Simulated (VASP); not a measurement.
Computed with r2SCAN meta-GGA, VASP's PBE PAW potentials (set 64) (plane waves; VASP).

Input for VASP

POSCAR:
```
B atom
1
   12.0000000000     0.0000000000     0.0000000000
    0.0000000000    12.5000000000     0.0000000000
    0.0000000000     0.0000000000    13.0000000000
B
1
Direct
  0.0000000000   0.0000000000   0.0000000000
```

INCAR:
```
SYSTEM = B atom
PREC = Normal
ENCUT = 520
EDIFF = 1E-6
NELM = 200
ALGO = All
LREAL = .FALSE.
LASPH = .TRUE.
ISMEAR = 0
SIGMA = 0.01
METAGGA = R2SCAN
LMIXTAU = .TRUE.
ISPIN = 2
MAGMOM = 1
LORBIT = 10
LWAVE = .FALSE.
LCHARG = .FALSE.
ISYM = 0
NUPDOWN = 1
```

File KPOINTS:
```
Automatic mesh
0
Gamma
1 1 1
0 0 0
```

POTCAR, in this order: B (PBE.64 set). Program: vasp_gam. Read from the step before: WAVECAR.

Output

File OSZICAR:
```
       N       E                     dE             d eps       ncg     rms           ort
SDA:   1    -0.691446518669E+00   -0.69145E+00    0.00000E+00     6   0.215E-01   0.000E+00
CGA:   2    -0.699512628687E+00   -0.80661E-02   -0.81279E-02     6   0.323E-02  -0.214E-02
SDA:   3    -0.106670746093E+01   -0.36719E+00   -0.37414E+00     6   0.160E+00  -0.723E-03
SDA:   4    -0.113317786745E+01   -0.66470E-01   -0.10884E+00     6   0.134E+00  -0.780E-01
CGA:   5    -0.116751018369E+01   -0.34332E-01   -0.34267E-01     6   0.679E-02  -0.287E-03
CGA:   6    -0.116980286368E+01   -0.22927E-02   -0.22923E-02     6   0.106E-02  -0.294E-05
CGA:   7    -0.117024125504E+01   -0.43839E-03   -0.43723E-03     6   0.235E-03   0.709E-05
CGA:   8    -0.117034242102E+01   -0.10117E-03   -0.10156E-03     6   0.466E-04  -0.427E-05
CGA:   9    -0.117035846781E+01   -0.16047E-04   -0.16045E-04     6   0.457E-05  -0.274E-06
CGA:  10    -0.117036053063E+01   -0.20628E-05   -0.20414E-05     6   0.991E-06  -0.109E-05
CGA:  11    -0.117036076354E+01   -0.23291E-06   -0.23699E-06     6   0.156E-06   0.567E-07
   1 F= -.11703608E+01 E0= -.11703608E+01  d E =-.176206E-20  mag=     1.0000
```

**OUTCAR**
```
------------------------ aborting loop because EDIFF is reached ----------------------------------------
  FORCE on cell =-STRESS in cart. coord.  units (eV):
  Direction    XX          YY          ZZ          XY          YZ          ZX
  --------------------------------------------------------------------------------------
  Total       -0.0056608     -0.0045481     -0.0016643     -0.0001451      0.0000218     -0.0003583
  in kB       -0.0046511     -0.0037368     -0.0013674     -0.0001192      0.0000179     -0.0002944
  external PRESSURE =      -0.0032518 kB  Pullay stress =       0.0000000 kB
  volume of cell :     1950.00
      direct lattice vectors                 reciprocal lattice vectors
    12.000000000  0.000000000  0.000000000     0.083333333  0.000000000  0.000000000
     0.000000000 12.500000000  0.000000000     0.000000000  0.080000000  0.000000000
     0.000000000  0.000000000 13.000000000     0.000000000  0.000000000  0.076923077
 POSITION                                       TOTAL-FORCE (eV/Angst)
 -----------------------------------------------------------------------------------
      0.00000      0.00000      0.00000        -0.000111      0.000021      0.000021
 -----------------------------------------------------------------------------------
    total drift:                               -0.000111      0.000021      0.000021
  FREE ENERGIE OF THE ION-ELECTRON SYSTEM (eV)
  ---------------------------------------------------
  free  energy   TOTEN  =        -1.1703607635 eV

  energy  without entropy=       -1.1703607635  energy(sigma->0) =       -1.17036076

 total charge

# of ion       s       p       d       tot
------------------------------------------
    1        0.934   0.420   0.000   1.354

 magnetization (x)

# of ion       s       p       d       tot
------------------------------------------
    1        0.023   0.420   0.000   0.443
```
(Selected blocks of OUTCAR.)

### OUTCAR
```
 val. band max:       -4.5339524382   @ k =   0.0000   0.0000   0.0000

 cond. band min:      -3.1374240516   @ k =   0.0000   0.0000   0.0000


 Fermi energy:        -4.4666705358

 spin component 1

 k-point     1 :       0.0000    0.0000    0.0000
  band No.  band energies     occupation
      1      -9.8940      1.00000
      2      -4.5340      1.00000
      3      -3.1374      0.00000
      4      -3.1356      0.00000
      5       0.1538      0.00000
      6       1.1074      0.00000

 Fermi energy:        -8.6585318162

 spin component 2

 k-point     1 :       0.0000    0.0000    0.0000
  band No.  band energies     occupation
      1      -8.7233      1.00000
      2      -2.9580      0.00000
      3      -2.9556      0.00000
      4      -1.2927      0.00000
      5       0.1267      0.00000
      6       0.9795      0.00000
```

The atom may not be in its lowest state.

The cell is a free atom in a box.
